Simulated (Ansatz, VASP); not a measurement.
## HfTeS: VASP beside Ansatz

Wanted: the spread between two codes on one cell, functional and k mesh. Of the first pair: The cell is taken from a series of runs on this material, whose earlier steps may have relaxed, scaled, displaced or heated it; both programs get it as it stands.

Method: plane waves, with VASP 6.6.1 beside it; single point at PBEsol, in Ansatz 0.2.0.

**1. Set-up**

The cell holds 3 atoms: 1 Hf, 1 S and 1 Te. Its edges and angles: a = 3.720 Å, b = 3.720 Å, c = 20.000 Å, α = 90.0°, β = 90.0°, γ = 120.0°. Vacuum lies along c.

**2. VASP: single point, PBEsol, pair 1**

With cell and atoms fixed, the geometry can't cause a difference; cores, projectors, grids and the points listed under the comparison can.

Lines of VASP's logs that name or quote its potential files are left out, and so is its time.

Input file INCAR:

```
SYSTEM = HfTeS
PREC = Accurate
ENCUT = 400
EDIFF = 1E-06
NELM = 120
ISMEAR = 0
SIGMA = 0.1
LREAL = .FALSE.
ALGO = Normal
GGA = PS
NBANDS = 17
LASPH = .TRUE.
LORBIT = 11
LWAVE = .FALSE.
LCHARG = .FALSE.
ISIF = 2
LDIPOL = .TRUE.
IDIPOL = 3
DIPOL = 0.5 0.5 0.498
LVHAR = .TRUE.
GGA_COMPAT = .FALSE.
EFERMI = MIDGAP
NELMDL = -8
KPAR = 2
```

Input file POSCAR:

```
HfTeS
1.0
    3.7200000000      0.0000000000      0.0000000000
   -1.8600000000      3.2216100000      0.0000000000
    0.0000000000      0.0000000000     20.0000000000
Hf S Te
1 1 1
Direct
    0.0000000000      0.0000000000      0.5000000000
    0.3333333333      0.6666666667      0.5750000000
    0.6666666667      0.3333333333      0.4200000000
```

Input file KPOINTS:

```
Automatic mesh
0
Gamma
6 6 1
0 0 0
```

Potentials, in the order of the species: Hf_pv, S and Te (PBE family, release 64).

Run with:

```console
$ mpirun -np 2 vasp_std
```

Numbers of over 12 decimals in the logs are rounded to 6 here.

The program printed:

```text
[banner, memory and clock lines left out]
running    2 mpi-ranks, on    1 nodes
 distrk:  each k-point on    1 cores,    2 groups
 distr:  one band on    1 cores,    1 groups

 POSCAR found type information on POSCAR HfS Te
 POSCAR found :  3 types and       3 ions
|                                                                             |
|               ----> ADVICE to this user running VASP <----                  |
|                                                                             |
|     You enforced a specific xc type in the INCAR file but a different       |
|     [... a line on the potential file left out ...]
|     I HOPE YOU KNOW WHAT YOU ARE DOING!                                     |
|                                                                             |

 LDA part: xc-table for (Slater+PW92), standard interpolation
 POSCAR, INCAR and KPOINTS ok, starting setup
 FFT: planning ... GRIDC
 FFT: planning ... GRID_SOFT
 FFT: planning ... GRID
 WAVECAR not read
 entering main loop
       N       E                     dE             d eps       ncg     rms          rms(c)
DAV:   1     0.915707014143E+02    0.91571E+02   -0.84210E+03   294   0.776E+02
DAV:   2    -0.134981864182E+02   -0.10507E+03   -0.10380E+03   310   0.166E+02
DAV:   3    -0.223796418745E+02   -0.88815E+01   -0.88509E+01   315   0.481E+01
DAV:   4    -0.225748687049E+02   -0.19523E+00   -0.19507E+00   380   0.808E+00
DAV:   5    -0.225759445348E+02   -0.10758E-02   -0.10754E-02   331   0.646E-01
DAV:   6    -0.225759892205E+02   -0.44686E-04   -0.44683E-04   380   0.104E-01
DAV:   7    -0.225759895265E+02   -0.30594E-06   -0.30607E-06   339   0.803E-03
DAV:   8    -0.225759895341E+02   -0.75788E-08   -0.75488E-08   275   0.125E-03    0.524E+01
DAV:   9    -0.214297718480E+02    0.11462E+01   -0.27937E+00   300   0.914E+00    0.369E+01
DAV:  10    -0.214023316942E+02    0.27440E-01   -0.19424E+00   310   0.780E+00    0.829E+00
DAV:  11    -0.213161607315E+02    0.86171E-01   -0.40096E-01   313   0.365E+00    0.158E+00
DAV:  12    -0.213141391499E+02    0.20216E-02   -0.53074E-02   310   0.131E+00    0.645E-01
DAV:  13    -0.213142688961E+02   -0.12975E-03   -0.36220E-03   331   0.344E-01    0.366E-01
DAV:  14    -0.213141529071E+02    0.11599E-03   -0.34092E-04   337   0.986E-02    0.132E-01
[...]
DAV:  20    -0.213149126667E+02   -0.38008E-04   -0.22495E-06   261   0.616E-03    0.631E-03
DAV:  21    -0.213149206360E+02   -0.79693E-05   -0.48137E-07   275   0.248E-03    0.221E-03
DAV:  22    -0.213149324459E+02   -0.11810E-04   -0.28068E-06   261   0.367E-03    0.344E-03
DAV:  23    -0.213149399489E+02   -0.75030E-05   -0.17804E-07   252   0.137E-03    0.173E-03
DAV:  24    -0.213149492810E+02   -0.93321E-05   -0.32041E-07   243   0.144E-03    0.547E-04
DAV:  25    -0.213149556255E+02   -0.63445E-05   -0.29435E-07   250   0.113E-03    0.118E-03
DAV:  26    -0.213149566971E+02   -0.10716E-05   -0.28486E-08   253   0.533E-04    0.629E-04
DAV:  27    -0.213149572530E+02   -0.55590E-06   -0.11769E-08   226   0.273E-04
   1 F= -.21314957E+02 E0= -.21312716E+02  d E =-.448229E-02
```

OUTCAR, selected parts (step 2):

```text
ion  position               nearest neighbor table
   1  0.000  0.000  0.500-   2 2.62   2 2.62   2 2.62   3 2.68   3 2.68   3 2.68
   2  0.333  0.667  0.575-   1 2.62   1 2.62   1 2.62
   3  0.667  0.333  0.420-   1 2.68   1 2.68   1 2.68

  LATTYP: Found a hexagonal cell.
 ALAT       =     3.7200000000
 C/A-ratio  =     5.3763440860

 Subroutine GETGRP returns: Found  6 space group operations
 (whereof  6 operations were pure point group operations)

The static configuration has the point symmetry C_3v.

 Found      7 irreducible k-points:

   k-points           NKPTS =      7   k-points in BZ     NKDIM =      7   number of bands    NBANDS=     17

   dimension x,y,z NGX =    24 NGY =   24 NGZ =  140
   dimension x,y,z NGXF=    48 NGYF=   48 NGZF=  280

   ENCUT  =  400.0 eV  29.40 Ry    5.42 a.u.   6.07  6.07 32.61*2*pi/ulx,y,z

   NELECT =      22.0000    total number of electrons

 k-points in reciprocal lattice and weights: Automatic mesh
   0.00000000  0.00000000  0.00000000       0.028
   0.16666667  0.00000000  0.00000000       0.167
   0.33333333  0.00000000  0.00000000       0.167
   0.50000000  0.00000000  0.00000000       0.083
   0.16666667  0.16666667  0.00000000       0.167
   0.33333333  0.16666667  0.00000000       0.333
   0.33333333  0.33333333  0.00000000       0.056

 dipolmoment           0.000000      0.000000      0.067940 electrons x Angstroem

 average (electrostatic) potential at core
       1 -44.6702       2 -93.0501       3 -95.7306

 E-fermi :  -1.9127

 k-point     1 :       0.0000    0.0000    0.0000
  band No.  band energies     occupation
    ...
      7      -4.8690      2.00000
      8      -4.8690      2.00000
      9      -3.5011      2.00000
     10      -1.9769      1.63592
     11      -1.9769      1.63591
     12      -0.9548      0.00000
     13      -0.9548      0.00000
     14      -0.5121      0.00000
     15       2.0396      0.00000
     16       2.9334      0.00000
    ...

 k-point     2 :       0.1667    0.0000    0.0000
  band No.  band energies     occupation
    ...
      7      -5.5270      2.00000
      8      -4.7423      2.00000
      9      -3.9311      2.00000
     10      -3.0130      2.00000
     11      -2.8089      2.00000
     12      -1.1253      0.00000
     13      -0.0482      0.00000
     14       0.1781      0.00000
     15       1.9282      0.00000
     16       2.7586      0.00000
    ...

 k-point     3 :       0.3333    0.0000    0.0000
  band No.  band energies     occupation
    ...
      7      -5.9018      2.00000
      8      -5.2213      2.00000
      9      -4.6872      2.00000
     10      -3.4584      2.00000
     11      -3.3330      2.00000
     12      -1.6814      0.00107
     13       0.6736      0.00000
     14       0.8646      0.00000
     15       2.4116      0.00000
     16       3.1040      0.00000
    ...

  Total        2.6489365      2.6489291      3.1160654      0.0000000      0.0000000      0.0000000
  in kB       17.7066432     17.7065937     20.8291355      0.0000000      0.0000000      0.0000000
  external PRESSURE =      18.7474575 kB  Pullay stress =       0.0000000 kB

  energy-cutoff  :      400.00
  volume of cell :      239.69
      direct lattice vectors                 reciprocal lattice vectors
     3.720000000  0.000000000  0.000000000     0.268817204  0.155201902  0.000000000
    -1.860000000  3.221610000  0.000000000     0.000000000  0.310403804  0.000000000
     0.000000000  0.000000000 20.000000000     0.000000000  0.000000000  0.050000000

 POSITION                                       TOTAL-FORCE (eV/Angst)
 -----------------------------------------------------------------------------------
      0.00000      0.00000     10.00000        -0.000000      0.000000      4.314098
     -0.00000      2.14774     11.50000         0.000000      0.000000     -1.214785
      1.86000      1.07387      8.40000         0.000000     -0.000000     -3.099312
 -----------------------------------------------------------------------------------
    total drift:                               -0.000000      0.000033     -0.000050

  FREE ENERGIE OF THE ION-ELECTRON SYSTEM (eV)
  ---------------------------------------------------
  free  energy   TOTEN  =       -21.3149572530 eV

  energy  without entropy=      -21.3104749677  energy(sigma->0) =      -21.31271611

 vacuum level on the upper side and lower side of the slab         3.733         2.708

 total charge
# of ion       s       p       d       tot
------------------------------------------
    1        0.319   6.529   1.556   8.404
    2        1.339   2.352   0.000   3.691
    3        1.371   2.192   0.047   3.611
--------------------------------------------------
tot          3.030  11.073   1.603  15.706

[... 3 further parts left out ...]
```

The gap is read on the k-mesh alone, so it is an upper bound where the band edges lie off the mesh. The gap is under twice the smearing width, so the edge states are partly filled and the run can't tell a small gap from a semimetal. Harder data sets than Hf_pv exist (the GW ones), and pressures, volumes and forces can shift noticeably with them. The PAW data sets were made with PBE, which is usual practice but a small mismatch for other functionals.

**3. Ansatz: single point, PBEsol, pair 1**

Ansatz runs on its PAW soft_1 files.

The same cell, functional, mesh and smearing now go to Ansatz, which takes its cutoff from its data sets.

Input file input.yaml:

```yaml
crystal:
  lattice:
    - [3.72, 0.0, 0.0]
    - [-1.86, 3.22161, 0.0]
    - [0.0, 0.0, 20.0]
  atoms:
    - { symbol: Hf, position: [0.0, 0.0, 0.5] }
    - { symbol: S, position: [0.333333, 0.666667, 0.575] }
    - { symbol: Te, position: [0.666667, 0.333333, 0.42] }
  periodic: [true, true, false]
kpoints:
  mp_grid: { grid: [6, 6, 1] }
hamiltonian:
  xc: pbesol
  pseudopotentials: { kind: paw, azcp: { folder: soft_1 }, xc_functional: pbe }
scf:
  occupations: { method: gaussian, width: 0.1 }
output:
  forces: true
  stress: true
  eigenvalues: true
```

Run with:

```console
$ ansatz run input.yaml --threads 8 --pin off --max-ram 16384MiB --backend cpu --events-out ev --progress --plain --runs-dir out
```

The program printed:

```text
Warning: crystal.periodic: the lattice vector that does not repeat stood 0.000° off the slab's normal, 20.000 Å along it as the deck builds it. The run solves the slab on a vector along the normal, 30.000 Å long, with every atom where it was (on the deck's vector they left 16.90 Å outside them, and the widest stretch free of ions among them is 1.60 Å). A fractional position that the run reports is one of the run's ce [...]
Warning: the atoms were moved onto the symmetric positions of the space group found under crystal.symmetry.tolerance 1.0e-5 (fractional; no operation is sought that the atoms, as they stand in a round, miss by more than twice it, and no atom is moved by as much as it), and the run uses the moved positions. Before a round's move an operation carried an atom to 3.72e-6 Å from where it should land, the largest such dist [...]
crystal.periodic: the lattice vector that does not repeat stood 0.000° off the slab's normal, 20.000 Å along it as the deck builds it. The run solves the slab on a vector along the normal, 30.000 Å long, with every atom where it was (on the deck's vector they left 16.90 Å outside them, and the widest stretch free of ions among them is 1.60 Å). A fractional position that the run reports is one of the run's cell, which [...]
Engine: ansatz 0.2.0, aarch64-unknown-linux-gnu
Pseudopotentials: kind: paw
Pseudopotential: Hf, paw, valence charge 26, recommended cutoff 420 eV (normal), soft_1/Hf.paw.azcp
Pseudopotential: S, paw, valence charge 6, recommended cutoff 420 eV (normal), soft_1/S.paw.azcp
Pseudopotential: Te, paw, valence charge 16, recommended cutoff 420 eV (normal), soft_1/Te.paw.azcp
Functional definition: PBEsol
  exchange = pbesol_x
  correlation = pbesol_c
Crystal: 3 atoms, lattice volume = 359.532 Å³
Basis set: ecut = 420 eV, 7085 PW (Γ), exchange–correlation on 50×50×432 points (8 copies of the dense FFT grid, shifted against one another)
Bands: 29, of which v1, the nominal top of the filled ones, is band 24 counted from 1 (23 counted from 0)
Symmetry: 6 space group operations
Space group: P3m1 (ITA 156), of the structure as read, at distance tolerance 7.1e-5 Å
k-points: 7 of 36 (time reversal used)
Non-local potential: Hf, projectors of the file, l = 0: 3, l = 1: 2, l = 2: 2, l = 3: 3
Non-local potential: S, projectors of the file, l = 0: 2, l = 1: 2, l = 2: 1
Non-local potential: Te, projectors of the file, l = 0: 2, l = 1: 2, l = 2: 2, l = 3: 1
PAW form: soft (Blöchl's): semilocal exchange-correlation on the pseudo side does not see the compensation charge
PAW frozen core: Hf, regenerated for the run's functional, and the local potential with it (the file was generated under x = pbe(κ = 0.804, μ = 0.219515), c = pbe(β = 0.066725))
PAW frozen core: S, regenerated for the run's functional, and the local potential with it (the file was generated under x = pbe(κ = 0.804, μ = 0.219515), c = pbe(β = 0.066725))
PAW frozen core: Te, regenerated for the run's functional, and the local potential with it (the file was generated under x = pbe(κ = 0.804, μ = 0.219515), c = pbe(β = 0.066725))
PAW one-centre angular grid: Hf, 590 points (default); XC on 64 Gauss nodes
PAW one-centre angular grid: S, 110 points (default); XC on 64 Gauss nodes
PAW one-centre angular grid: Te, 590 points (default); XC on 64 Gauss nodes
Initial density: superposition of atomic densities (neutral atoms: chi_scale 0, normalization atom)
Initial wavefunctions: pseudopotential atomic-orbital guess
Functional: x = pbesol(κ = 0.804, μ = 0.123457), c = pbesol(β = 0.046)
SCF iter   1: F=—  HF=-23388.746618 eV  |F-HF|=—  |Δ(HF+E_count)|=         —  Δρ=1.79e-2  dr2=2.40e0  ethr=3.10e-3  ⟨swp⟩=13.3  Hψ=1390  notcnv=0
preconditioner: auto → Resta (q_TF=auto, 1.950 Å⁻¹)  ε∞=1.9  [insulator: Δε(μ)=0.622 eV  Ē_g=11.412 eV  σ=0.100 eV  W_gap=1.00  n_scr=24 (ndim 8)  ℏωp=10.7 eV  f_vac=0.765  D(μ)=0.00/eV (n_scr^D=0)  ε∞_Penn≈1.9  vacuum switching on, ρ_ref=9.4e-3 e/Å³]
SCF iter   2: F=—  HF=-23388.505867 eV  |F-HF|=—  |Δ(HF+E_count)|=   2.41e-1  Δρ=1.12e-2  dr2=3.26e0  ethr=3.10e-3  ⟨swp⟩=5.4  Hψ=553  notcnv=0  defer=5
preconditioner: auto → LDOS  [insulator: Δε(μ)=0.108 eV  Ē_g=11.586 eV  σ=0.100 eV  W_gap=0.55  n_scr=24 (ndim 8)  ℏωp=10.7 eV  f_vac=0.768  D(μ)=1.19/eV (n_scr^D=6)  ε∞_Penn≈1.9  β→1.0]
SCF iter   3: F=—  HF=-23388.213847 eV  |F-HF|=—  |Δ(HF+E_count)|=   2.92e-1  Δρ=4.78e-3  dr2=1.37e-1  ethr=3.10e-3  ⟨swp⟩=3.9  Hψ=322  notcnv=0  defer=5
SCF iter   4: F=—  HF=-23388.195783 eV  |F-HF|=—  |Δ(HF+E_count)|=   1.81e-2  Δρ=1.91e-3  dr2=4.80e-2  ethr=2.86e-4  ⟨swp⟩=4.1  Hψ=524  notcnv=0  defer=5
SCF iter   5: F=—  HF=-23388.188450 eV  |F-HF|=—  |Δ(HF+E_count)|=   7.33e-3  Δρ=4.64e-4  dr2=1.63e-3  ethr=9.99e-5  ⟨swp⟩=2.4  Hψ=274  notcnv=0  defer=5
SCF iter   6: F=—  HF=-23388.188850 eV  |F-HF|=—  |Δ(HF+E_count)|=   4.00e-4  Δρ=2.06e-4  dr2=1.16e-4  ethr=3.40e-6  ⟨swp⟩=3.6  Hψ=464  notcnv=0  defer=5
SCF iter   7: F=—  HF=-23388.188880 eV  |F-HF|=—  |Δ(HF+E_count)|=   2.96e-5  Δρ=7.01e-5  dr2=1.48e-5  ethr=2.42e-7  ⟨swp⟩=3.0  Hψ=462  notcnv=0  defer=5
SCF iter   8: F=—  HF=-23388.188965 eV  |F-HF|=—  |Δ(HF+E_count)|=   8.53e-5  Δρ=1.82e-5  dr2=1.36e-6  ethr=3.08e-8  ⟨swp⟩=2.6  Hψ=416  notcnv=0  defer=5
SCF iter   9: F=-23388.188966 eV  HF=-23388.188966 eV  |F-HF|=5.68e-7  |Δ(HF+E_count)|=   5.58e-7  Δρ=5.70e-6  dr2=8.98e-8  ethr=2.08e-10  ⟨swp⟩=16.9  Hψ=1616  notcnv=0
SCF 1 converged in 9 iterations: F = -23388.188966 eV  dr2 = 8.98e-8
  greatest PAW one-centre occupation: 0.998 electrons in one spin orbital (limit 2), on the Te atom at site 2 (counted from 0), in its partial waves of l = 2
SCF converged after 9 iterations
Free energy (F): -23388.188966 eV
Harris-Foulkes:  -23388.188966 eV  (|F-HF|=5.68e-7)
Internal energy: -23388.183981 eV  (E = F + TS)
E sigma→0 (E₀):  -23388.186474 eV
Entropy (-TS):   -0.004985 eV (-1.662 meV/atom)
Fermi energy:    -5.130713 eV
--- Per-component energies (eV) ---
  E_band       = -1183.671786
  E_kinetic    = 688.466526
  E_local      = -116914.779898  (includes V_loc(G=0)·N_el)
  E_nonlocal   = 172.568521
  E_hartree    = 57891.669724
  E_xc         = -474.363610
  E_vxc        = -439.456447  (∫ρ·V_xc dr)
  E_paw        = -12765.580685  (= ΣΔE_a)
  E_vpaw       = -473.824219  (= ΣTr[D̂ρ^β])
  E_aug_tail   = 0.000173  (compensation charges beyond the density's cutoff)
  E_ewald      = 48012.147452
  E_core_change = 1.687817  (= ΣΔE_core)
  E_smearing   = -0.004985  (= −TS)
  E_closure    = 0.000000  (closes the sum)
  Σ components = -23388.188966   (vs F -23388.188966, Δ=0.00e0)
--- Forces (eV/Å), atoms counted from 1 ---
  atom   1  Hf    -0.00000000     0.00000000     4.28459315
  atom   2  S     -0.00000000     0.00000000    -1.17360168
  atom   3  Te     0.00000000    -0.00000000    -3.11104168
  max |Σ_I F_I| component: 5.02e-5 eV/Å
--- 2D stress c σ (N/m, compression-positive) ---
        3.639122       0.000000       0.000000
        0.000000       3.639122       0.000000
        0.000000       0.000000       0.000000
  P = ½ c Tr σ = 3.6391 N/m
--- Band table (eV; the first three rows and the last of 7) ---
  k-point 0: bands = [... 20 lower, -8.0986, -6.7099, -5.1867, -5.1867, -4.1760, -4.1760, -3.7336, -1.1922, ... 1 higher]
  k-point 1: bands = [... 20 lower, -7.9711, -7.1438, -6.2345, -6.0231, -4.3455, -3.2668, -3.0417, -1.3033, ... 1 higher]
  k-point 2: bands = [... 20 lower, -8.4450, -7.9169, -6.6839, -6.5481, -4.9035, -2.5454, -2.3553, -0.8078, ... 1 higher]
  k-point 6: bands = [... 20 lower, -9.1016, -7.7782, -7.7203, -7.5272, -3.4338, -2.7724, -2.5810, -1.0071, ... 1 higher]
```

**4. Side by side**

Known differences besides the potentials themselves: Ansatz cuts the interaction across the vacuum, VASP repeats the sheet with a dipole correction; the data sets hold 48 valence electrons in Ansatz (on its PAW soft_1 files) and 22 in VASP; the cutoff is 420 eV in Ansatz and 400 eV in VASP; Ansatz makes its cores anew for this functional, VASP keeps those of its PBE data sets. Total energies have different zeros and are not compared.

Forces (eV/Å; atoms numbered as in POSCAR):

| atom | Ansatz x, y, z | VASP x, y, z |
| --- | --- | --- |
| Hf1 | 0.000, 0.000, 4.285 | 0.000, 0.000, 4.314 |
| S2 | 0.000, 0.000, -1.174 | 0.000, 0.000, -1.215 |
| Te3 | 0.000, 0.000, -3.111 | 0.000, 0.000, -3.099 |

The forces differ by 17 meV/Å r.m.s., which is 1.0 % of the r.m.s. force of 1.816 eV/Å (both taken over all components). With vacuum in the cell, a pressure given here is an average over mostly empty space and none of the material.

**5. Ansatz: relaxation, PBEsol**

The two programs are compared at the cell with which this relaxation starts, whose forces are those of its first step.

The structure compared here is the start of the Ansatz relaxation; VASP solves that cell, so the two are compared at the walk's first step.

input.yaml, the sections that differ from step 3:

```yaml
crystal:
  lattice:
    - [3.6223656772, 0.0, 0.0]
    - [-1.8111828386, 3.1370606982, 0.0]
    - [0.0, 0.0, 30.0]
  atoms:
    - { symbol: Hf, position: [0.0, 0.0, 0.3388495127] }
    - { symbol: S, position: [0.3333333333, 0.6666666667, 0.3835537213] }
    - { symbol: Te, position: [0.6666666667, 0.3333333333, 0.2742634326] }
  periodic: [true, true, false]
kpoints:
  mp_grid: { grid: [15, 15, 1] }
scf:
  occupations: { method: methfessel_paxton, width: 0.2 }
relax:
  adjacent_minimum: "off"
  f_tol: 0.001
  max_steps: 60
# hamiltonian, output: as in step 3
```

The program printed:

```text
[...]
--- Relaxed structure (5 steps of the walk, 4 accepted, 0 SCFs on fresh bases) ---
  F+E_penalty+E_count = -23388.75756569 eV   max|allowed force component| = 8.764e-5 eV/Å
  cell:  # Å, volume = 340.9074 Å³
    - [3.622366, 0.0, 0.0]
    - [-1.811183, 3.137061, 0.0]
    - [0.0, 0.0, 30.0]
  atoms:
    - { symbol: Hf, position: [0, 0, 0.338828] }
    - { symbol: S, position: [0.333333, 0.666667, 0.384213] }
    - { symbol: Te, position: [0.666667, 0.333333, 0.273626] }
[key lines of the parts left out:]
SCF converged after 5 iterations
Free energy (F): -23388.757566 eV
Fermi energy:    -4.704658 eV
P = ½ c Tr σ = 2.2300 N/m
```

(Part 1 of 2 ends here.)

[Lines on the potential files, build, host, timing and source positions are cut from VASP's logs without a mark.]

[Logs are printed without paths, hosts, clocks, repeated set-up lines and the standing remarks that a program may print on its own settings, such as how far it seeks lower states.]

[Hosts, paths, dates, database ids (printed as entryN), source tags and the programs' standing remarks are cut or masked in the printed files.]
